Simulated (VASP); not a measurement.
Here is a VASP 6.6.1 calculation.

Contents of INCAR:

```
PREC     = Accurate       # precision mode
ENCUT    = 520            # plane-wave cutoff, eV
EDIFF    = 1E-7           # SCF threshold, eV
ISMEAR   = 0              # smearing method
SIGMA    = 0.1            # smearing width, eV
LREAL    = F              # projectors in reciprocal space
LASPH    = T              # aspherical terms in the spheres
NELM     = 100            # most SCF steps
ALGO     = Normal         # electronic algorithm
ISIF     = 2              # what is computed and relaxed
LWAVE    = F              # write WAVECAR
LCHARG   = F              # write CHGCAR
GGA      = PS             # functional
NBANDS   = 46             # bands
KPAR     = 4
```

The input KPOINTS:

```
regular mesh
0
Gamma
  8 8 8
```

Contents of POSCAR:

```
Zn4Te3O
1.0
   -2.9156000000      2.9156000000      5.6592900000
    2.9156000000     -2.9156000000      5.6592900000
    2.9156000000      2.9156000000     -5.6592900000
Zn Te O
4 3 1
Direct
    0.6913370000      0.6913370000      0.5970880000
    0.0942490000      0.0942490000      0.4029120000
    0.3086630000      0.9057510000      0.0000000000
    0.9057510000      0.3086630000      0.0000000000
    0.5000000000      0.5000000000      0.0000000000
    0.2500000000      0.7500000000      0.5000000000
    0.7500000000      0.2500000000      0.5000000000
    0.0000000000      0.0000000000      0.0000000000
```

Potentials or basis: VASP PAW PBE potentials, release 64 (Zn, Te, O).

Run with:

```sh
$ cat potpaw_PBE.64/Zn/POTCAR potpaw_PBE.64/Te/POTCAR potpaw_PBE.64/O/POTCAR > POTCAR
$ mpirun -np 4 vasp_std > vasp.out
```

Task: Estimate the pressure.

Result: -3.0 GPa.

Task: Estimate the largest force.

Result: 0.072 eV/Å.

Task: Predict the band gap on the k mesh.

Result: 0.23 eV, direct.

Forces in eV/Å, atoms in the order of the input:
```
Zn   0.046  0.046  0.030
Zn  -0.046 -0.046  0.030
Zn   0.046 -0.046 -0.030
Zn  -0.046  0.046 -0.030
Te   0.000  0.000  0.000
Te   0.000  0.000  0.000
Te   0.000  0.000  0.000
O    0.000  0.000  0.000
```

Caveat: the PAW data sets were made with another functional, which shifts forces and pressure a little; spin-orbit coupling is left out, which moves the levels of the heavy elements.
